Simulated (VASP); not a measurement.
GaP:

```xyz
2
Lattice="0.0000 2.7200 2.7200 2.7200 0.0000 2.7200 2.7200 2.7200 0.0000" Properties=species:S:1:pos:R:3 pbc="T T T"
Ga    0.0000    0.0000    0.0000
P     1.3600    1.3600    1.3600
```

The cell was built by a generator and needn't be a form met in nature.

- Program: VASP 6.6.1
- Task: relaxation of cell and atoms
- Functional: LDA
- Potentials or basis: VASP PAW LDA potentials, release 64 (Ga_d, P)
- Cutoff: 600 eV
- k mesh: 10 × 10 × 10
- Occupations: gaussian, width 0.02 eV
- Spin: no spin polarisation

At the start: pressure -2.2 GPa; volume 20.12 Å³/atom.

Task: Where does the relaxation end?

Result: Over 3 steps the energy falls by 3.6 meV/atom and the volume is 19.61 Å³/atom (-2.6 %); space group F-43m (No. 216, to 0.05 Å).

Step by step:
```
step  energy change (eV)  largest force (eV/Å)  pressure (GPa)  volume (Å³)
   1              0.0000                0.0000           -2.19        40.25
   2             -0.0050                0.0000            1.32        38.66
   3             -0.0072                0.0000            0.00        39.22
```

Final structure:
```yaml
crystal:
  lattice:
    - [0.00000, 2.69660, 2.69660]
    - [2.69660, 0.00000, 2.69660]
    - [2.69660, 2.69660, 0.00000]
  atoms:
    - { symbol: Ga, position: [0.00000, 0.00000, 0.00000] }
    - { symbol: P, position: [0.25000, 0.25000, 0.25000] }
```
